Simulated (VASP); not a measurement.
A periodic (001) film of MgO (rock salt) under biaxial in-plane strain, normal axis and ions relaxed with PBEsol. Gaps from mBJ in VASP (PAW), over mesh and path in the film cell's folded zone.

```tsv
strain (%)	gap (eV)
-1	6.901
+0	6.790
+1	6.636
```

Question: Take the slope on the side of compression and predict the gap at -3 %.

Answer: The slope is -0.111 eV per cent, which gives 6.790 + (-0.111)(-3) = 7.12 eV. The run gave 7.14 eV, +0.01 eV from the line.

Runs of the series that failed, ran out of time, didn't relax or are held back are left out.

The compound is MgO in the rock salt structure. The cell was not relaxed at this level.
